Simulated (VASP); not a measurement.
```xyz
4
Lattice="-3.1093 3.0942 3.1093 3.0942 -3.1093 3.1093 1.5622 1.5622 -1.5622" Properties=species:S:1:pos:R:3 pbc="T T T"
W      1.5471     1.5471     4.6564
W     -1.5622     1.5396     4.6639
W      3.1017     0.0000     3.1017
V     -0.0075    -0.0075     3.1093
```

Method: PBEsol GGA, VASP's PBE PAW potentials (set 64) (plane waves; VASP). Run with 400 eV cut-off, 8×8×15 Γ-centred mesh, tetrahedra with Blöchl corrections, potentials W_sv V_sv.

The cores are frozen, which limits the accuracy of field gradients.

Q: Give the principal components of the electric field gradient (V/Å²) and the asymmetry η at each nucleus.

A: 
```csv
atom,Vxx,Vyy,Vzz,η
W1,-37.6,-30.1,67.7,0.11
W2,-37.6,-30.1,67.7,0.11
W3,-37.6,-30.1,67.7,0.11
V4,-5.3,-5.3,10.5,0.00
```

The structure was generated: VW3 was put into an ordered model structure (R-3m), which need not be its known phase. It was relaxed first. The run is not spin-polarised, so no magnetic state was tried.
